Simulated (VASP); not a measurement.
**Er: phonons from a supercell**

How does the lattice of Er vibrate? The start is a cell from a database of measured crystal structures.

Main program and level: VASP 6.6.1; LDA, 4f electrons in the core; plane waves and PAW (Er_3).

**1. Set-up**

It takes space group P6_3/mmc (No. 194, hexagonal). Conventional cell: a = 3.559 Å, b = 3.559 Å, c = 5.587 Å, α = 90.00°, β = 90.00°, γ = 120.00°. Er has 12 Er at 3.47 to 3.56 Å nearest.

Structure file:

```cif
data_structure
_symmetry_space_group_name_H-M 'P6_3/mmc'
_symmetry_Int_Tables_number 194
_cell_length_a 3.5588
_cell_length_b 3.5588
_cell_length_c 5.5874
_cell_angle_alpha 90.000
_cell_angle_beta 90.000
_cell_angle_gamma 120.000
_cell_volume 61.28
loop_
_atom_site_label
_atom_site_type_symbol
_atom_site_symmetry_multiplicity
_atom_site_Wyckoff_symbol
_atom_site_fract_x
_atom_site_fract_y
_atom_site_fract_z
_atom_site_occupancy
Er1 Er 2 c 0.66667 0.33333 0.75000 1
```

**2. Relax the host**

Cell and atoms are relaxed first, so that later runs start from this functional's own cell.

Input file INCAR:

```
SYSTEM = Er
PREC = Accurate
ENCUT = 350
EDIFF = 1E-06
NELM = 120
ISMEAR = 1
SIGMA = 0.15
LREAL = .FALSE.
ALGO = Normal
GGA = CA
NBANDS = 15
LASPH = .TRUE.
LORBIT = 11
LWAVE = .FALSE.
LCHARG = .FALSE.
KPAR = 4
IBRION = 2
NSW = 40
ISIF = 3
EDIFFG = -0.02
POTIM = 0.4
```

Input file POSCAR:

```
Er
1.0
    3.5588000000      0.0000000000      0.0000000000
   -1.7794000000      3.0820112070      0.0000000000
    0.0000000000      0.0000000000      5.5874000000
Er
2
Direct
    0.6666666667      0.3333333333      0.7500000000
    0.3333333333      0.6666666667      0.2500000000
```

Input file KPOINTS:

```
Automatic mesh
0
Gamma
11 11 6
0 0 0
```

The projector-augmented-wave data sets are Er_3 (PBE family, release 64).

The run is started by

```bash
> mpirun -np 4 vasp_std
```

Log:

```text
[banner, memory and clock lines left out]
running    4 mpi-ranks, on    1 nodes
 distrk:  each k-point on    1 cores,    4 groups
 distr:  one band on    1 cores,    1 groups

 POSCAR found type information on POSCAR Er
 POSCAR found :  1 types and       2 ions
|                                                                             |
|               ----> ADVICE to this user running VASP <----                  |
|                                                                             |
|     You enforced a specific xc type in the INCAR file but a different       |
|     [... a line on the potential file left out ...]
|     I HOPE YOU KNOW WHAT YOU ARE DOING!                                     |
|                                                                             |

 LDA part: xc-table for (Slater(with rela. corr.)+CA(PZ))
 , standard interpolation
 POSCAR, INCAR and KPOINTS ok, starting setup
 FFT: planning ... GRIDC
 FFT: planning ... GRID_SOFT
 FFT: planning ... GRID
 WAVECAR not read
 entering main loop
       N       E                     dE             d eps       ncg     rms          rms(c)
DAV:   1     0.359489379206E+02    0.35949E+02   -0.72792E+03  3435   0.956E+02
DAV:   2    -0.868368724702E+01   -0.44633E+02   -0.43195E+02  3328   0.400E+02
DAV:   3    -0.101609644958E+02   -0.14773E+01   -0.14638E+01  2524   0.426E+01
DAV:   4    -0.102341133536E+02   -0.73149E-01   -0.71468E-01  3418   0.883E+00
DAV:   5    -0.102359772592E+02   -0.18639E-02   -0.18635E-02  2582   0.202E+00    0.236E+01
DAV:   6    -0.102202233420E+02    0.15754E-01   -0.38101E-02  3328   0.301E+00    0.141E+01
DAV:   7    -0.102245060496E+02   -0.42827E-02   -0.67454E-02  3252   0.404E+00    0.367E-01
DAV:   8    -0.102238974352E+02    0.60861E-03   -0.50876E-03  3222   0.823E-01    0.502E-02
DAV:   9    -0.102239041804E+02   -0.67452E-05   -0.20849E-04  2949   0.160E-01    0.289E-02
DAV:  10    -0.102239010454E+02    0.31351E-05   -0.18983E-05  3139   0.491E-02    0.288E-02
DAV:  11    -0.102239009612E+02    0.84137E-07   -0.66010E-07  1807   0.114E-02
   1 F= -.10223901E+02 E0= -.10225316E+02  d E =-.102239E+02
 curvature:   0.00 expect dE= 0.000E+00 dE for cont linesearch  0.000E+00
 trial: gam= 0.00000 g(F)=  0.297E-49 g(S)=  0.165E+00 ort = 0.000E+00 (trialstep = 0.100E+01)
 search vector abs. value=  0.165E+00
 bond charge predicted
       N       E                     dE             d eps       ncg     rms          rms(c)
DAV:   1    -0.109265042024E+02   -0.70260E+00   -0.11618E+01  2872   0.498E+01    0.494E+00
DAV:   2    -0.105102752530E+02    0.41623E+00   -0.10549E+00  2767   0.143E+01    0.223E+00
DAV:   3    -0.103111239613E+02    0.19915E+00   -0.47208E-01  3047   0.103E+01    0.928E-01
DAV:   4    -0.103123749736E+02   -0.12510E-02   -0.27223E-02  3123   0.195E+00    0.690E-01
DAV:   5    -0.103127764924E+02   -0.40152E-03   -0.37977E-03  3310   0.879E-01    0.568E-02
DAV:   6    -0.103126975282E+02    0.78964E-04   -0.24391E-04  3340   0.228E-01    0.363E-02
DAV:   7    -0.103126815529E+02    0.15975E-04   -0.39143E-05  3158   0.655E-02    0.371E-03
DAV:   8    -0.103126813016E+02    0.25126E-06   -0.11393E-06  2049   0.239E-02
   2 F= -.10312681E+02 E0= -.10313490E+02  d E =-.887803E-01
[...]
3 F= -.10312771E+02 E0= -.10313551E+02  d E =-.888701E-01
[...]
4 F= -.10312885E+02 E0= -.10313713E+02  d E =-.114154E-03
 trial-energy change:   -0.000114  1 .order   -0.000114   -0.000134   -0.000095
 step:   3.4927(harm=  3.4927)  dis= 0.00000  next Energy=   -10.313003 (dE=-0.232E-03)
 bond charge predicted
       N       E                     dE             d eps       ncg     rms          rms(c)
DAV:   1    -0.103140711888E+02   -0.11861E-02   -0.51684E-02  3046   0.252E+00    0.155E-01
DAV:   2    -0.103133279673E+02    0.74322E-03   -0.13712E-03  3286   0.427E-01    0.101E-01
DAV:   3    -0.103129770453E+02    0.35092E-03   -0.39063E-04  3539   0.216E-01    0.432E-02
DAV:   4    -0.103129778485E+02   -0.80316E-06   -0.55790E-05  2963   0.566E-02    0.198E-02
DAV:   5    -0.103129776351E+02    0.21338E-06   -0.86136E-07  1925   0.165E-02
   5 F= -.10312978E+02 E0= -.10313954E+02  d E =-.206547E-03
 curvature:  -1.74 expect dE=-0.783E-05 dE for cont linesearch -0.308E-05
 trial: gam= 0.00000 g(F)=  0.177E-48 g(S)=  0.450E-05 ort =-0.153E-04 (trialstep = 0.150E+01)
 search vector abs. value=  0.450E-05
 reached required accuracy - stopping structural energy minimisation
```

Run time: 34 s. Hardware: 4 MPI ranks of Intel Xeon Platinum 8375C at 2.90GHz (Ice Lake), shared host; peak memory 0.61 GiB; 2.2 min of CPU time.

The logs omit lines about the potential files and the build; timing stands in the text.

Parts of OUTCAR (step 2):

```text
ion  position               nearest neighbor table
   1  0.667  0.333  0.750-   2 3.47   2 3.47   2 3.47   2 3.47   2 3.47   2 3.47
   2  0.333  0.667  0.250-   1 3.47   1 3.47   1 3.47   1 3.47   1 3.47   1 3.47

  LATTYP: Found a hexagonal cell.
 ALAT       =     3.5588000000
 C/A-ratio  =     1.5700236035

 Subroutine GETGRP returns: Found 24 space group operations
 (whereof 12 operations were pure point group operations)

The static configuration has the point symmetry D_3d.
 The point group associated with its full space group is D_6h.

 Found     64 irreducible k-points:

   k-points           NKPTS =     64   k-points in BZ     NKDIM =     64   number of bands    NBANDS=     15

   dimension x,y,z NGX =    24 NGY =   24 NGZ =   36
   dimension x,y,z NGXF=    48 NGYF=   48 NGZF=   72

   ENCUT  =  350.0 eV  25.72 Ry    5.07 a.u.   5.43  5.43  8.52*2*pi/ulx,y,z

   NELECT =      18.0000    total number of electrons

 k-points in reciprocal lattice and weights: Automatic mesh
   0.00000000  0.00000000  0.00000000       0.001
   0.09090909  0.00000000  0.00000000       0.008
   0.18181818  0.00000000  0.00000000       0.008
   0.27272727  0.00000000  0.00000000       0.008
   0.36363636  0.00000000  0.00000000       0.008
   0.45454545  0.00000000  0.00000000       0.008
   0.09090909  0.09090909  0.00000000       0.008
   0.18181818  0.09090909  0.00000000       0.017
   0.27272727  0.09090909  0.00000000       0.017
[...]
0.27272727  0.27272727  0.50000000       0.008
   0.36363636  0.27272727  0.50000000       0.008

 average (electrostatic) potential at core
       1 -33.6526       2 -33.6526

 E-fermi :   3.2322

 k-point     1 :       0.0000    0.0000    0.0000
  band No.  band energies     occupation
    ...
      4     -20.7117      2.00000
      5     -20.7117      2.00000
      6     -20.6414      2.00000
      7      -2.4642      2.00000
      8       0.7557      2.00000
      9       4.8320     -0.00000
     10       5.1302     -0.00000
     11       5.1303     -0.00000
     12       5.7017     -0.00000
     13       5.9632     -0.00000
    ...

 k-point     2 :       0.0909    0.0000    0.0000
  band No.  band energies     occupation
    ...
      4     -20.7593      2.00000
      5     -20.7169      2.00000
      6     -20.6529      2.00000
      7      -2.2430      2.00000
      8       0.9679      2.00000
      9       4.5314     -0.00000
     10       4.6374     -0.00000
     11       5.3401     -0.00000
     12       5.7050     -0.00000
     13       6.0733     -0.00000
    ...

 k-point     3 :       0.1818    0.0000    0.0000
  band No.  band energies     occupation
    ...
      4     -20.8821      2.00000
      5     -20.7320      2.00000
      6     -20.6873      2.00000
      7      -1.6205      2.00000
      8       1.5128      2.00000
      9       3.8194     -0.00000
     10       3.9184     -0.00000
     11       5.1794     -0.00000
     12       5.7481     -0.00000
     13       5.7531     -0.00000
    ...

  Total        0.0020047      0.0020047      0.0150010      0.0000000     -0.0000000      0.0000000
  in kB        0.0579906      0.0579906      0.4339351      0.0000000     -0.0000000      0.0000000
  external PRESSURE =       0.1833054 kB  Pullay stress =       0.0000000 kB

  energy-cutoff  :      350.00
  volume of cell :       55.39
      direct lattice vectors                 reciprocal lattice vectors
     3.458793707  0.000000000  0.000000000     0.289118139  0.166922435  0.000000000
    -1.729396854  2.995403217 -0.000000000     0.000000000  0.333844871  0.000000000
     0.000000000 -0.000000000  5.345976634     0.000000000  0.000000000  0.187056560

 POSITION                                       TOTAL-FORCE (eV/Angst)
 -----------------------------------------------------------------------------------
      1.72940      0.99847      4.00948        -0.000000     -0.000000      0.000000
     -0.00000      1.99694      1.33649         0.000000      0.000000      0.000000
 -----------------------------------------------------------------------------------
    total drift:                                0.000000     -0.000000      0.000000

  FREE ENERGIE OF THE ION-ELECTRON SYSTEM (eV)
  ---------------------------------------------------
  free  energy   TOTEN  =       -10.3129776351 eV

  energy  without entropy=      -10.3159075320  energy(sigma->0) =      -10.31395427

 reached required accuracy - stopping structural energy minimisation

 total charge
# of ion       s       p       d       tot
------------------------------------------
    1        0.551   6.579   1.234   8.365
    2        0.551   6.579   1.234   8.365
--------------------------------------------------
tot          1.103  13.159   2.468  16.730

[... 3 further parts left out ...]
```

CONTCAR:

```
Er
   1.00000000000000
     3.4587937073268225    0.0000000000000000    0.0000000000000000
    -1.7293968536634112    2.9954032170057148   -0.0000000000000000
     0.0000000000000000   -0.0000000000000000    5.3459766342437369
  Er
     2
Direct
     0.6666666667000030    0.3333333332999970    0.7500000000000000
     0.3333333332999970    0.6666666667000030    0.2500000000000000
```

The data set Er_3 holds the 4f electrons frozen in the core, so no f bands or f moments appear. The k-mesh is coarse for a metal. The PAW data sets were made with PBE, a small mismatch for LDA. After so large a change of volume the plane waves of the start cell no longer fit, so the final stress carries a basis-set error. The run keeps the 24 symmetry operations of its start, so it cannot find a distortion of lower symmetry.

Relaxation path:

| step | energy less that of the first step (eV) | largest force (eV/Å) | pressure (GPa) | volume (Å³) |
| --- | --- | --- | --- | --- |
| 1 | 0.0000 | 0.0000 | -4.39 | 61.28 |
| 2 | -0.0888 | 0.0000 | -0.15 | 55.52 |
| 3 | -0.0889 | 0.0000 | 0.00 | 55.34 |
| 4 | -0.0890 | 0.0000 | 0.02 | 55.35 |
| 5 | -0.0891 | 0.0000 | 0.02 | 55.39 |

| conventional cell, symmetrised | before | after | change |
| --- | --- | --- | --- |
| a (Å) | 3.559 | 3.459 | -2.8 % |
| b (Å) | 3.559 | 3.459 | -2.8 % |
| c (Å) | 5.587 | 5.346 | -4.3 % |
| volume (Å³/atom) | 30.64 | 27.69 | -9.6 % |

The relaxed structure:

```cif
data_structure
_symmetry_space_group_name_H-M 'P 1'
_symmetry_Int_Tables_number 1
_cell_length_a 3.4588
_cell_length_b 3.4588
_cell_length_c 5.3460
_cell_angle_alpha 90.000
_cell_angle_beta 90.000
_cell_angle_gamma 120.000
_cell_volume 55.39
loop_
_atom_site_label
_atom_site_type_symbol
_atom_site_fract_x
_atom_site_fract_y
_atom_site_fract_z
_atom_site_occupancy
Er1 Er 0.66667 0.33333 0.75000 1
Er2 Er 0.33333 0.66667 0.25000 1
```

This step gave:

- electronic cycles: 33
- electrons: 18
- free energy (TOTEN): -10.31 eV
- energy at zero smearing: -10.31 eV
- Fermi energy: 3.232 eV
- pressure: 0.01833 GPa
- labelled metallic, from the levels on this mesh: yes

The run ended after 5 ionic steps, 0.089 eV below its first step, once forces and stress met EDIFFG = -0.02.

An edge changed by 4 % against the database cell. In a metal the coarse mesh may share the blame.

**3. Relax the host again, on a new basis**

The volume changed by more than 5 %, so the plane waves of the start no longer fit; a second relaxation removes that error.

Changes to INCAR since step 2:

```diff
@@ -17,3 +17,3 @@
 IBRION = 2
-NSW = 40
+NSW = 30
 ISIF = 3
```

Input file POSCAR:

```
Er
1.0
    3.4587937073      0.0000000000      0.0000000000
   -1.7293968537      2.9954032170      0.0000000000
    0.0000000000      0.0000000000      5.3459766342
Er
2
Direct
    0.6666666667      0.3333333333      0.7500000000
    0.3333333333      0.6666666667      0.2500000000
```

KPOINTS is that of step 2.

The run is started by

```bash
> mpirun -np 4 vasp_std
```

Log:

```text
[banner, memory and clock lines left out]
running    4 mpi-ranks, on    1 nodes
 distrk:  each k-point on    1 cores,    4 groups
 distr:  one band on    1 cores,    1 groups

 POSCAR found type information on POSCAR Er
 POSCAR found :  1 types and       2 ions
 [... a notice as in an earlier step ...]

 LDA part: xc-table for (Slater(with rela. corr.)+CA(PZ))
 , standard interpolation
 POSCAR, INCAR and KPOINTS ok, starting setup
 FFT: planning ... GRIDC
 FFT: planning ... GRID_SOFT
 FFT: planning ... GRID
 WAVECAR not read
 entering main loop
       N       E                     dE             d eps       ncg     rms          rms(c)
DAV:   1     0.365849886942E+02    0.36585E+02   -0.71787E+03  3424   0.981E+02
DAV:   2    -0.885549727569E+01   -0.45440E+02   -0.43825E+02  3307   0.414E+02
DAV:   3    -0.102470757227E+02   -0.13916E+01   -0.13783E+01  2540   0.436E+01
DAV:   4    -0.103031296657E+02   -0.56054E-01   -0.55181E-01  3344   0.703E+00
DAV:   5    -0.103043938778E+02   -0.12642E-02   -0.12640E-02  2532   0.192E+00    0.257E+01
DAV:   6    -0.103020620046E+02    0.23319E-02   -0.32743E-02  3314   0.302E+00    0.153E+01
DAV:   7    -0.103129247223E+02   -0.10863E-01   -0.58076E-02  3251   0.407E+00    0.412E-01
DAV:   8    -0.103124186172E+02    0.50611E-03   -0.40677E-03  3191   0.675E-01    0.608E-02
DAV:   9    -0.103124222812E+02   -0.36640E-05   -0.18842E-04  2877   0.165E-01    0.271E-02
DAV:  10    -0.103124195171E+02    0.27641E-05   -0.15957E-05  3240   0.422E-02    0.253E-02
DAV:  11    -0.103124195034E+02    0.13766E-07   -0.48389E-07  1611   0.998E-03
   1 F= -.10312420E+02 E0= -.10313396E+02  d E =-.103124E+02
 curvature:   0.00 expect dE= 0.000E+00 dE for cont linesearch  0.000E+00
 trial: gam= 0.00000 g(F)=  0.648E-49 g(S)=  0.747E-05 ort = 0.000E+00 (trialstep = 0.100E+01)
 search vector abs. value=  0.747E-05
 reached required accuracy - stopping structural energy minimisation
```

Wall time 11 s (4 MPI ranks); peak memory 0.55 GiB.

Parts of OUTCAR (step 3):

```text
  LATTYP: Found a hexagonal cell.
 ALAT       =     3.4587937073
 C/A-ratio  =     1.5456188159

 Found     64 irreducible k-points:

   ENCUT  =  350.0 eV  25.72 Ry    5.07 a.u.   5.28  5.28  8.15*2*pi/ulx,y,z

   NELECT =      18.0000    total number of electrons

 E-fermi :   3.2322

 k-point     1 :       0.0000    0.0000    0.0000
  band No.  band energies     occupation
    ...
      4     -20.7121      2.00000
      5     -20.7121      2.00000
      6     -20.6417      2.00000
      7      -2.4642      2.00000
      8       0.7558      2.00000
      9       4.8320     -0.00000
     10       5.1302     -0.00000
     11       5.1302     -0.00000
     12       5.7016     -0.00000
     13       5.9631     -0.00000
    ...

 k-point     2 :       0.0909   -0.0000    0.0000
  band No.  band energies     occupation
    ...
      4     -20.7596      2.00000
      5     -20.7172      2.00000
      6     -20.6532      2.00000
      7      -2.2431      2.00000
      8       0.9680      2.00000
      9       4.5314     -0.00000
     10       4.6374     -0.00000
     11       5.3401     -0.00000
     12       5.7050     -0.00000
     13       6.0745     -0.00000
    ...

  Total        0.0047733      0.0047733      0.0184847     -0.0000000      0.0000000     -0.0000000
  in kB        0.1380768      0.1380768      0.5347059     -0.0000000      0.0000000     -0.0000000
  external PRESSURE =       0.2702865 kB  Pullay stress =       0.0000000 kB

  energy-cutoff  :      350.00
  volume of cell :       55.39
      direct lattice vectors                 reciprocal lattice vectors
     3.458793707  0.000000000  0.000000000     0.289118139  0.166922435  0.000000000
    -1.729396854  2.995403217  0.000000000     0.000000000  0.333844871  0.000000000
     0.000000000  0.000000000  5.345976634     0.000000000  0.000000000  0.187056560

 POSITION                                       TOTAL-FORCE (eV/Angst)
 -----------------------------------------------------------------------------------
      1.72940      0.99847      4.00948        -0.000000      0.000000      0.000000
     -0.00000      1.99694      1.33649         0.000000     -0.000000      0.000000
 -----------------------------------------------------------------------------------
    total drift:                               -0.000000      0.000000     -0.000000

  FREE ENERGIE OF THE ION-ELECTRON SYSTEM (eV)
  ---------------------------------------------------
  free  energy   TOTEN  =       -10.3124195034 eV

  energy  without entropy=      -10.3153495534  energy(sigma->0) =      -10.31339619

 total charge
# of ion       s       p       d       tot
------------------------------------------
    1        0.551   6.579   1.234   8.365
    2        0.551   6.579   1.234   8.365
--------------------------------------------------
tot          1.103  13.159   2.469  16.730

[... 5 parts as in an earlier step ...]

[... 7 further parts left out ...]
```

Little changed from the start: no atom moved by 0.005 Å and no cell edge by 0.1 %.

This step gave:

- electronic cycles: 11
- pressure: 0.02703 GPa

The start already met the threshold, so nothing moved.

[end of part 1 of 2]

[Lines on the potential files, build, host, timing and source positions are cut from VASP's logs without a mark.]

[Logs are printed without paths, hosts, clocks, repeated set-up lines and the standing remarks that a program may print on its own settings, such as how far it seeks lower states.]

[Hosts, paths, dates, database ids (printed as entryN), source tags and the programs' standing remarks are cut or masked in the printed files.]

[Runs that stopped without an error message from VASP are left out.]
